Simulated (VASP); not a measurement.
All values below come from PBEsol GGA, VASP's PBE PAW potentials (set 64) (plane waves; VASP).

A VASP calculation is set up with these files.

**INCAR**
```
# general
SYSTEM  = Cs
PREC    = Accurate
ENCUT   = 480
LREAL   = .False.   # projection in real space or not
LASPH   = .True.

# electronic loop
EDIFF   = 1E-7   # SCF stop (eV)
NELM    = 100
ALGO    = Normal   # blocked Davidson
LMAXMIX = 4   # l cut-off of mixed one-centre charges

# smearing
ISMEAR  = 1
SIGMA   = 0.1   # width (eV)

# functional
GGA     = PS   # PBEsol

# ions
ISIF    = 2

# output
LWAVE   = .False.
LCHARG  = .False.
```

**KPOINTS**
```
kpoints
0
G
8 8 8
0 0 0
```

POSCAR:
```
Cs
1
   -3.0319920466     3.0319920466     3.0319920466
    3.0319920466    -3.0319920466     3.0319920466
    3.0319920466     3.0319920466    -3.0319920466
Cs
1
Direct
  0.0000000000   0.0000000000   0.0000000000
```

POTCAR, in this order: Cs_sv (PBE.64 set). Program: vasp_std.

The resulting files:

### OSZICAR
```
       N       E                     dE             d eps       ncg     rms          rms(c)
DAV:   1     0.539552155802E+02    0.53955E+02   -0.28263E+03   464   0.741E+02
DAV:   2     0.330813792148E+01   -0.50647E+02   -0.50088E+02   648   0.117E+02
DAV:   3    -0.881246635501E+00   -0.41894E+01   -0.41889E+01   480   0.432E+01
DAV:   4    -0.935538800562E+00   -0.54292E-01   -0.54290E-01   840   0.602E+00
DAV:   5    -0.935573363020E+00   -0.34562E-04   -0.34562E-04   600   0.851E-02    0.129E-01
DAV:   6    -0.935434633030E+00    0.13873E-03   -0.11429E-03   832   0.199E-01    0.898E-02
DAV:   7    -0.935729929140E+00   -0.29530E-03   -0.31288E-03   616   0.351E-01    0.321E-02
DAV:   8    -0.935783064019E+00   -0.53135E-04   -0.95065E-05   648   0.816E-02    0.528E-03
DAV:   9    -0.935784296419E+00   -0.12324E-05   -0.30966E-06   792   0.111E-02    0.289E-03
DAV:  10    -0.935783873683E+00    0.42274E-06   -0.70089E-07   712   0.519E-03    0.407E-04
DAV:  11    -0.935783911930E+00   -0.38248E-07   -0.15827E-08   448   0.925E-04
   1 F= -.93578391E+00 E0= -.93480168E+00  d E =-.294670E-02
```

File OUTCAR:
```
------------------------ aborting loop because EDIFF is reached ----------------------------------------
  FORCE on cell =-STRESS in cart. coord.  units (eV):
  Direction    XX          YY          ZZ          XY          YZ          ZX
  --------------------------------------------------------------------------------------
  Total       -0.0375502     -0.0375502     -0.0375502     -0.0000000     -0.0000000     -0.0000000
  in kB       -0.5396085     -0.5396085     -0.5396085     -0.0000000     -0.0000000     -0.0000000
  external PRESSURE =      -0.5396085 kB  Pullay stress =       0.0000000 kB
  volume of cell :      111.49
      direct lattice vectors                 reciprocal lattice vectors
    -3.031992047  3.031992047  3.031992047     0.000000000  0.164908084  0.164908084
     3.031992047 -3.031992047  3.031992047     0.164908084  0.000000000  0.164908084
     3.031992047  3.031992047 -3.031992047     0.164908084  0.164908084  0.000000000
 POSITION                                       TOTAL-FORCE (eV/Angst)
 -----------------------------------------------------------------------------------
      0.00000      0.00000      0.00000         0.000000     -0.000000      0.000000
 -----------------------------------------------------------------------------------
    total drift:                               -0.000000     -0.000000     -0.000000
  FREE ENERGIE OF THE ION-ELECTRON SYSTEM (eV)
  ---------------------------------------------------
  free  energy   TOTEN  =        -0.9357839119 eV

  energy  without entropy=       -0.9328372088  energy(sigma->0) =       -0.93480168
```
(Selected blocks of OUTCAR.)

The compound is Cs in the bcc structure. This cell was strained or had an atom moved on purpose.
